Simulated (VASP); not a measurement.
Calculation: optB86b-vdW, VASP's PBE PAW potentials (set 64) (plane waves; VASP 6.6.1).

Input for VASP

### KPOINTS
```
Automatic mesh
0
Gamma
12 12 7
0 0 0
```

File POSCAR:
```
Gd
1
    1.7762063332    -3.0764794075     0.0000000000
    1.7762063332     3.0764794075     0.0000000000
    0.0000000000     0.0000000000     5.5882916919
Gd
2
Direct
  0.3333330000   0.6666670000   0.2500000000
  0.6666670000   0.3333330000   0.7500000000
```

**INCAR**
```
! general
SYSTEM   = Gd
PREC     = Accurate
ENCUT    = 520
LREAL    = .FALSE.
LASPH    = .TRUE.

! electronic loop
EDIFF    = 1E-7
NELM     = 100
ALGO     = Normal
LMAXMIX  = 6

! smearing
ISMEAR   = 1
SIGMA    = 0.1

! functional
GGA      = MK
LUSE_VDW = .TRUE.
AGGAC    = 0.0
PARAM1   = 0.1234
PARAM2   = 1.0

! ions
IBRION   = 2
NSW      = 30
ISIF     = 4
EDIFFG   = -0.01

! output
LWAVE    = .FALSE.
LCHARG   = .FALSE.
```

POTCAR, in this order: Gd_3 (PBE.64 set). Program: vasp_std.

The run wrote:

**OUTCAR**
```
 ion  position               nearest neighbor table
   1  0.333  0.667  0.250-   2 3.47   2 3.47   2 3.47   2 3.47   2 3.47   2 3.47
   2  0.667  0.333  0.750-   1 3.47   1 3.47   1 3.47   1 3.47   1 3.47   1 3.47
  LATTYP: Found a hexagonal cell.
 ALAT       =     3.5524124877
 C/A-ratio  =     1.5730976375
 Subroutine PRICEL returns:
 Original cell was already a primitive cell.
 Subroutine GETGRP returns: Found 24 space group operations
The static configuration has the point symmetry D_3d.
 The point group associated with its full space group is D_6h.
The dynamic configuration has the point symmetry D_3d.
 Subroutine INISYM returns: Found 24 space group operations
 Subroutine IBZKPT returns following result:
 Found     76 irreducible k-points:

 Following reciprocal coordinates:
            Coordinates               Weight
  0.000000  0.000000  0.000000      1.000000
  0.083333 -0.000000  0.000000      6.000000
  0.166667  0.000000  0.000000      6.000000
  0.250000  0.000000  0.000000      6.000000
  0.333333  0.000000  0.000000      6.000000
  0.416667  0.000000  0.000000      6.000000
  0.500000  0.000000  0.000000      3.000000
...
```

File OSZICAR:
```
       N       E                     dE             d eps       ncg     rms          rms(c)
DAV:   1     0.448026450007E+02    0.44803E+02   -0.90467E+03  1976   0.124E+03
DAV:   2    -0.246620731091E+01   -0.47269E+02   -0.46159E+02  2161   0.239E+02
DAV:   3    -0.419658803266E+01   -0.17304E+01   -0.16503E+01  2657   0.278E+01
DAV:   4    -0.422906944105E+01   -0.32481E-01   -0.32350E-01  2446   0.374E+00
DAV:   5    -0.422989213763E+01   -0.82270E-03   -0.82261E-03  2806   0.464E-01    0.232E+01
DAV:   6    -0.424015851409E+01   -0.10266E-01   -0.18687E-02  2251   0.112E+00    0.139E+01
DAV:   7    -0.425363909647E+01   -0.13481E-01   -0.35214E-02  2164   0.154E+00    0.221E-01
DAV:   8    -0.425349083994E+01    0.14826E-03   -0.19708E-03  2391   0.326E-01    0.681E-02
DAV:   9    -0.425352056493E+01   -0.29725E-04   -0.21612E-04  2488   0.106E-01    0.343E-02
DAV:  10    -0.425351748347E+01    0.30815E-05   -0.34972E-05  2304   0.429E-02    0.407E-02
DAV:  11    -0.425351922025E+01   -0.17368E-05   -0.57794E-06  2421   0.162E-02    0.141E-03
DAV:  12    -0.425351939727E+01   -0.17702E-06   -0.40714E-07  2572   0.424E-03    0.405E-03
DAV:  13    -0.425351936183E+01    0.35438E-07   -0.28135E-08  1373   0.133E-03
   1 F= -.42535194E+01 E0= -.42537498E+01  d E =-.425352E+01
       N       E                     dE             d eps       ncg     rms          rms(c)
DAV:   1    -0.425379217240E+01   -0.27278E-03   -0.99988E-03  2006   0.727E-01    0.615E-02
DAV:   2    -0.425366067396E+01    0.13150E-03   -0.16207E-04  2341   0.104E-01    0.393E-02
DAV:   3    -0.425360409764E+01    0.56576E-04   -0.78254E-05  2567   0.666E-02    0.195E-02
DAV:   4    -0.425360435207E+01   -0.25442E-06   -0.10505E-05  2606   0.228E-02    0.104E-02
DAV:   5    -0.425360436551E+01   -0.13447E-07   -0.25406E-07  2069   0.362E-03
   2 F= -.42536044E+01 E0= -.42537726E+01  d E =-.850037E-04
       N       E                     dE             d eps       ncg     rms          rms(c)
DAV:   1    -0.425435404591E+01   -0.74969E-03   -0.39508E-02  1991   0.144E+00    0.122E-01
DAV:   2    -0.425383072169E+01    0.52332E-03   -0.64316E-04  2301   0.206E-01    0.785E-02
DAV:   3    -0.425360753905E+01    0.22318E-03   -0.30697E-04  2552   0.131E-01    0.401E-02
DAV:   4    -0.425360833176E+01   -0.79271E-06   -0.41129E-05  2606   0.451E-02    0.209E-02
DAV:   5    -0.425360840106E+01   -0.69301E-07   -0.10999E-06  2826   0.734E-03    0.344E-03
DAV:   6    -0.425360837233E+01    0.28723E-07   -0.93174E-08  1495   0.231E-03
   3 F= -.42536084E+01 E0= -.42536501E+01  d E =-.890105E-04
       N       E                     dE             d eps       ncg     rms          rms(c)
DAV:   1    -0.425380188774E+01   -0.19349E-03   -0.89248E-03  1986   0.686E-01    0.582E-02
DAV:   2    -0.425368358093E+01    0.11831E-03   -0.14505E-04  2281   0.984E-02    0.375E-02
DAV:   3    -0.425363313039E+01    0.50451E-04   -0.69212E-05  2562   0.628E-02    0.190E-02
DAV:   4    -0.425363330634E+01   -0.17595E-06   -0.94947E-06  2584   0.217E-02    0.995E-03
DAV:   5    -0.425363335191E+01   -0.45569E-07   -0.22809E-07  2006   0.345E-03
   4 F= -.42536334E+01 E0= -.42537352E+01  d E =-.113990E-03
```

OUTCAR:
```
------------------------ aborting loop because EDIFF is reached ----------------------------------------
  FORCE on cell =-STRESS in cart. coord.  units (eV):
  Direction    XX          YY          ZZ          XY          YZ          ZX
  --------------------------------------------------------------------------------------
  Total        0.4043260      0.4043260      0.4021405      0.0000000     -0.0000000      0.0000000
  in kB       10.6068351     10.6068336     10.5495011      0.0000000     -0.0000000      0.0000000
  external PRESSURE =      10.5877232 kB  Pullay stress =       0.0000000 kB
  volume of cell :       61.07
      direct lattice vectors                 reciprocal lattice vectors
     1.773756415 -3.072236017 -0.000000000     0.281887635 -0.162747913  0.000000000
     1.773756415  3.072236017 -0.000000000     0.281887635  0.162747913  0.000000000
    -0.000000000  0.000000000  5.603739503     0.000000000  0.000000000  0.178452264
 POSITION                                       TOTAL-FORCE (eV/Angst)
 -----------------------------------------------------------------------------------
      1.77376      1.02408      1.40093         0.000000      0.000000      0.000000
      1.77376     -1.02408      4.20280        -0.000000     -0.000000      0.000000
 -----------------------------------------------------------------------------------
    total drift:                                0.000000      0.000108     -0.000011
  FREE ENERGIE OF THE ION-ELECTRON SYSTEM (eV)
  ---------------------------------------------------
  free  energy   TOTEN  =        -4.2536333519 eV

  energy  without entropy=       -4.2539389209  energy(sigma->0) =       -4.25373521

 reached required accuracy - stopping structural energy minimisation
```
(Selected blocks of OUTCAR.)

CONTCAR:
```
Gd
   1.00000000000000
     1.7737564146446876   -3.0722360167116096   -0.0000000000000000
     1.7737564146446876    3.0722360167116096   -0.0000000000000000
    -0.0000000000000000    0.0000000000000000    5.6037395027937427
  Gd
     2
Direct
     0.3333330000000032    0.6666669999999968    0.2500000000000000
     0.6666669999999968    0.3333330000000032    0.7500000000000000
```

The 4f electrons are frozen in the core of the lanthanide potential, so 4f levels, which can set the real gap, and their magnetism are missing.

The compound is Gd in the hcp structure. This cell is one point of a volume scan, at 0.97 of the reference volume. Symmetry was kept, so distortions that lower it aren't found.
